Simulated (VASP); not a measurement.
Output of a VASP run:

**OSZICAR**
```
...
DAV:   9    -0.226186442809E+02   -0.91447E-01   -0.16566E-01  1588   0.354E+00    0.126E+00
DAV:  10    -0.226506565651E+02   -0.32012E-01   -0.18564E-01  1548   0.486E+00    0.218E-01
DAV:  11    -0.226518895067E+02   -0.12329E-02   -0.76787E-03  1500   0.104E+00    0.212E-01
DAV:  12    -0.226521142023E+02   -0.22470E-03   -0.34805E-03  1484   0.512E-01    0.839E-02
DAV:  13    -0.226530891753E+02   -0.97497E-03   -0.10482E-03  1832   0.330E-01    0.313E-02
DAV:  14    -0.226530051078E+02    0.84068E-04   -0.22944E-04  1688   0.191E-01    0.207E-02
DAV:  15    -0.226530459694E+02   -0.40862E-04   -0.11913E-05  1680   0.394E-02    0.141E-02
DAV:  16    -0.226530201792E+02    0.25790E-04   -0.31919E-05  1648   0.701E-02    0.423E-03
DAV:  17    -0.226530534591E+02   -0.33280E-04   -0.17435E-06  1220   0.169E-02    0.164E-03
DAV:  18    -0.226530402573E+02    0.13202E-04   -0.28735E-07   728   0.643E-03    0.473E-04
DAV:  19    -0.226530449983E+02   -0.47409E-05   -0.10307E-07   704   0.333E-03    0.426E-04
DAV:  20    -0.226530417217E+02    0.32766E-05   -0.60916E-08   708   0.328E-03    0.110E-04
DAV:  21    -0.226530426488E+02   -0.92713E-06   -0.86752E-09   708   0.122E-03
   1 F= -.22653043E+02 E0= -.22653195E+02  d E =-.226530E+02
       N       E                     dE             d eps       ncg     rms          rms(c)
DAV:   1    -0.226540383758E+02   -0.99665E-03   -0.20073E-02  1448   0.223E+00    0.284E-01
DAV:   2    -0.226531534917E+02    0.88488E-03   -0.66300E-03  1476   0.112E+00    0.842E-02
DAV:   3    -0.226530506955E+02    0.10280E-03   -0.62334E-04  1440   0.303E-01    0.284E-02
DAV:   4    -0.226530117910E+02    0.38905E-04   -0.12082E-04  1636   0.952E-02    0.115E-02
DAV:   5    -0.226530645132E+02   -0.52722E-04   -0.26726E-05  1696   0.414E-02    0.107E-02
DAV:   6    -0.226530197578E+02    0.44755E-04   -0.81550E-06  1360   0.330E-02    0.462E-03
DAV:   7    -0.226530656074E+02   -0.45850E-04   -0.12533E-05  1780   0.344E-02    0.291E-03
DAV:   8    -0.226530620054E+02    0.36020E-05   -0.10259E-06   984   0.115E-02    0.229E-03
DAV:   9    -0.226530600499E+02    0.19556E-05   -0.21312E-07   696   0.539E-03    0.150E-03
DAV:  10    -0.226530526576E+02    0.73923E-05   -0.10162E-07   696   0.548E-03    0.295E-04
DAV:  11    -0.226530524116E+02    0.24603E-06   -0.55110E-08   684   0.268E-03
   2 F= -.22653052E+02 E0= -.22653201E+02  d E =-.976275E-05
       N       E                     dE             d eps       ncg     rms          rms(c)
DAV:   1    -0.226532532661E+02   -0.20061E-03   -0.38426E-03  1440   0.976E-01    0.125E-01
DAV:   2    -0.226530981661E+02    0.15510E-03   -0.12899E-03  1484   0.491E-01    0.371E-02
DAV:   3    -0.226530541003E+02    0.44066E-04   -0.12121E-04  1444   0.134E-01    0.124E-02
DAV:   4    -0.226530694883E+02   -0.15388E-04   -0.22921E-05  1636   0.411E-02    0.493E-03
DAV:   5    -0.226530517167E+02    0.17772E-04   -0.51526E-06  1652   0.182E-02    0.475E-03
DAV:   6    -0.226530741019E+02   -0.22385E-04   -0.14748E-06   972   0.143E-02    0.212E-03
DAV:   7    -0.226530564768E+02    0.17625E-04   -0.24631E-06  1436   0.152E-02    0.131E-03
DAV:   8    -0.226530575439E+02   -0.10671E-05   -0.17774E-07   696   0.490E-03    0.947E-04
DAV:   9    -0.226530591267E+02   -0.15828E-05   -0.56102E-08   684   0.248E-03    0.706E-04
DAV:  10    -0.226530614645E+02   -0.23378E-05   -0.14072E-08   696   0.194E-03    0.232E-04
DAV:  11    -0.226530619380E+02   -0.47353E-06   -0.74071E-09   692   0.117E-03
   3 F= -.22653062E+02 E0= -.22653212E+02  d E =-.192892E-04
```

OUTCAR:
```
------------------------ aborting loop because EDIFF is reached ----------------------------------------
  FORCE on cell =-STRESS in cart. coord.  units (eV):
  Direction    XX          YY          ZZ          XY          YZ          ZX
  --------------------------------------------------------------------------------------
  Total       -0.0000323     -0.0000323     -0.0000323      0.0000000     -0.0000000      0.0000000
  in kB       -0.0015711     -0.0015711     -0.0015711      0.0000000     -0.0000000      0.0000000
  external PRESSURE =      -0.0015711 kB  Pullay stress =       0.0000000 kB
  volume of cell :       32.94
      direct lattice vectors                 reciprocal lattice vectors
     0.000000000  2.544230579  2.544230579    -0.196523068  0.196523068  0.196523068
     2.544230579  0.000000000  2.544230579     0.196523068 -0.196523068  0.196523068
     2.544230579  2.544230579  0.000000000     0.196523068  0.196523068 -0.196523068
 POSITION                                       TOTAL-FORCE (eV/Angst)
 -----------------------------------------------------------------------------------
      0.00000      0.00000      0.00000         0.000000      0.000000      0.000000
      2.54423      2.54423      2.54423         0.000000      0.000000     -0.000000
 -----------------------------------------------------------------------------------
    total drift:                                0.000000     -0.000000     -0.000000
  FREE ENERGIE OF THE ION-ELECTRON SYSTEM (eV)
  ---------------------------------------------------
  free  energy   TOTEN  =       -22.6530619380 eV

  energy  without entropy=      -22.6535127167  energy(sigma->0) =      -22.65321220

 reached required accuracy - stopping structural energy minimisation
```
(Selected blocks of OUTCAR.)

POSCAR:
```
TiSi
1
    0.0000000000     2.5452818962     2.5452818962
    2.5452818962    -0.0000000000     2.5452818962
    2.5452818962     2.5452818962    -0.0000000000
Ti Si
1 1
Direct
  0.0000000000   0.0000000000   0.0000000000
  0.5000000000   0.5000000000   0.5000000000
```

Task: Write an INCAR and KPOINTS that could have produced this output.

Result: One answer among several that fit: the input of the run itself, r2SCAN meta-GGA, plane waves, VASP's PBE PAW potentials (set 64).

**INCAR**
```
# general
SYSTEM   =  TiSi
PREC     =  Accurate
ENCUT    =  400   # plane-wave cut-off (eV)
LREAL    =  .FALSE.   # projection in real space or not
LASPH    =  .TRUE.   # aspherical one-centre terms

# electronic loop
EDIFF    =  1E-6   # SCF stop (eV)
NELM     =  100   # most electronic steps
ALGO     =  Normal   # blocked Davidson
LMAXMIX  =  4
LMIXTAU  =  .TRUE.

# smearing
ISMEAR   =  1   # Methfessel-Paxton
SIGMA    =  0.1

# functional
METAGGA  =  R2SCAN

# ions
IBRION   =  2   # conjugate gradients
NSW      =  60
ISIF     =  3   # ions, shape and volume
EDIFFG   =  -0.01

# output
LWAVE    =  .FALSE.
LCHARG   =  .FALSE.
```

### KPOINTS
```
Regular mesh
0
gamma
11 11 11
```

POTCAR, in this order: Ti_sv Si (PBE.64 set). Program: vasp_std.

The structure was generated: TiSi was put into the rock salt type (Fm-3m), which need not be its known phase. This run relaxes it. Symmetry was kept, so distortions that lower it aren't found. The start is the result of an earlier pass.
